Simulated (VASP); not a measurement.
Level of theory: r2SCAN meta-GGA, VASP's PBE PAW potentials (set 64) (plane waves; VASP).

VASP ran on this input.

**KPOINTS_OPT**
```
k-points along high-symmetry lines
10
Line-mode
Reciprocal
  0.000000   0.000000   0.000000 ! GAMMA
  0.000000   0.500000   0.000000 ! X

  0.000000   0.500000   0.000000 ! X
  0.500000   0.500000   0.000000 ! M

  0.500000   0.500000   0.000000 ! M
  0.000000   0.000000   0.000000 ! GAMMA

  0.000000   0.000000   0.000000 ! GAMMA
  0.500000   0.500000   0.500000 ! R

  0.500000   0.500000   0.500000 ! R
  0.000000   0.500000   0.000000 ! X

  0.500000   0.500000   0.500000 ! R
  0.500000   0.500000   0.000000 ! M
```

### POSCAR
```
Ge
1
    2.6717115320     0.0000000000     0.0000000000
    0.0000000000     2.6717115320     0.0000000000
    0.0000000000     0.0000000000     2.6717115320
Ge
1
Direct
  0.0000000000   0.0000000000   0.0000000000
```

### INCAR
```
SYSTEM = Ge
PREC = Accurate; ENCUT = 400; LREAL = .FALSE.
LASPH = .TRUE.
EDIFF = 1E-7; NELM = 100; ALGO = Normal
LMAXMIX = 4; LMIXTAU = .TRUE.
ISMEAR = -5
METAGGA = R2SCAN
ISIF = 2
LWAVE = .FALSE.; LCHARG = .FALSE.; LORBIT = 11
NEDOS = 601
```

### KPOINTS
```
kpoints
0
G
 15 15 15
0 0 0
```

POTCAR, in this order: Ge_d (PBE.64 set). Program: vasp_std.

Task: What does the run give for the energy per atom (σ→0), band gap (over mesh and band path)?

Result: 
```json
{
  "energy per atom (σ→0)": "-13.514 eV/atom",
  "band gap (over mesh and band path)": "none (metal, semimetal or under 0.01 eV)"
}
```

**OSZICAR**
```
...
DAV:  11    -0.135143593738E+02   -0.14530E-03   -0.23256E-04  2682   0.198E-01    0.115E-02
DAV:  12    -0.135144134125E+02   -0.54039E-04   -0.47186E-05  3020   0.137E-01    0.508E-03
DAV:  13    -0.135144195033E+02   -0.60908E-05   -0.24089E-05  3012   0.884E-02    0.185E-03
DAV:  14    -0.135144319750E+02   -0.12472E-04   -0.15672E-06  2724   0.179E-02    0.851E-04
DAV:  15    -0.135144341938E+02   -0.22188E-05   -0.57160E-07  3078   0.179E-02    0.465E-04
DAV:  16    -0.135144341486E+02    0.45234E-07   -0.36490E-08  1854   0.279E-03
   1 F= -.13514434E+02 E0= -.13514434E+02  d E =0.000000E+00
       N       E                     dE             ncg
```

The structure was generated: Ge was put into the simple-cubic type (Pm-3m), which need not be its known phase. It was relaxed first, which changed the volume by -13 %.
